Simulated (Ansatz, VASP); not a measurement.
Two plane-wave programs on BiAsS

```
CELL_PARAMETERS angstrom
5.04260 0.00000 0.00000
0.00000 5.04260 0.00000
0.00000 0.00000 6.30700
ATOMIC_POSITIONS crystal
Bi 0.50000 0.00000 0.36298
Bi 0.00000 0.50000 0.63702
As 0.50000 0.50000 0.00000
As 0.00000 0.00000 0.00000
S 0.50000 0.50000 0.50000
S 0.00000 0.00000 0.50000
```

Alike in both runs: task single point; functional PBE; k mesh 4 × 4 × 4; occupations gaussian, width 0.1 eV; no spin polarisation.

```csv
,VASP,Ansatz
version,VASP 6.6.1,Ansatz 0.2.0
potentials or method,"VASP PAW PBE potentials, release 64 (Bi_d, As, S)","scalar-relativistic, plane waves, PAW"
plane-wave cutoff (eV),520,420
valence electrons in the cell,52,72
```

```csv
,VASP,Ansatz,Ansatz less VASP
gap on the k mesh at the Fermi level (eV),none,none,-
pressure (GPa),4.5,4.5,+0.05
largest component of the traceless stress (GPa),2.00,2.00,+0.002
rms of the force components (eV/Å),0.804,0.803,-0.0004
```

Atom by atom the forces differ by 0.000 eV/Å (rms over components). A gap of «none» marks a metal or a gap that the smearing closes. The two sets of potentials don't hold the same shells in valence.

Caveats: spin-orbit coupling is left out, which moves the levels of the heavy elements; forces of over 1 eV/Å show positions far from the minimum, so gaps and moduli don't describe the material at rest.
